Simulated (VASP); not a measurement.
Mg3TiO4:

```
Ti Mg O
1.0
     4.31366    0.00000    0.00000
     0.00000    4.31366    0.00000
     0.00000    0.00000    4.31366
Ti Mg O
1 3 4
Direct
  0.00000 0.00000 0.00000
  0.50000 0.50000 0.00000
  0.50000 0.00000 0.50000
  0.00000 0.50000 0.50000
  0.00000 0.50000 0.00000
  0.00000 0.00000 0.50000
  0.50000 0.50000 0.50000
  0.50000 0.00000 0.00000
```

The cell comes from a database or a generator and needn't be the stable form of this composition.

```yaml
Program: VASP 6.6.1
Task: single point
Functional: PBE
Potentials_or_basis: VASP PAW PBE potentials, release 64 (Ti_sv, Mg, O)
Cutoff: 520 eV
k_mesh: 6 × 6 × 6
Occupations: fermi-dirac, width 0.05 eV
Spin: no spin polarisation
```

On this cell: pressure -3.1 GPa; largest force zero by symmetry; band gap on the k mesh none (metal or under the smearing width).

The same run follows on a disturbed copy (atoms moved at random, drawn with an rms of 0.05 Å):

```
Ti Mg O
1.0
     4.31366    0.00000    0.00000
     0.00000    4.31366    0.00000
     0.00000    0.00000    4.31366
Ti Mg O
1 3 4
Direct
  0.00147 0.99578 0.99219
  0.49779 0.49713 0.99561
  0.50563 0.99591 0.49576
  0.99595 0.49163 0.50457
  0.00195 0.49467 0.99956
  0.99869 0.99999 0.49656
  0.49145 0.50923 0.50955
  0.49255 0.00247 0.00688
```

Question: What changes?

Answer: The energy (extrapolated to zero smearing) moves by +7.5 meV/atom; pressure -2.8 GPa; largest force 0.610 eV/Å; band gap on the k mesh none (metal or under the smearing width).

Forces in eV/Å, atoms in the order of the input:
```
Ti  -0.277  0.081  0.537
Mg  -0.016  0.096  0.244
Mg  -0.287  0.099  0.126
Mg   0.107  0.248 -0.211
O   -0.206  0.085  0.017
O   -0.011 -0.078 -0.051
O    0.315 -0.410 -0.323
O    0.374 -0.121 -0.339
```

Stress tensor (GPa, compression positive):
```
-2.82  0.03  0.02
 0.03 -2.79 -0.06
 0.02 -0.06 -2.71
```

Caveats: semilocal functionals often make such compounds metallic where correlation or magnetic order opens a gap, which also shifts bond lengths.
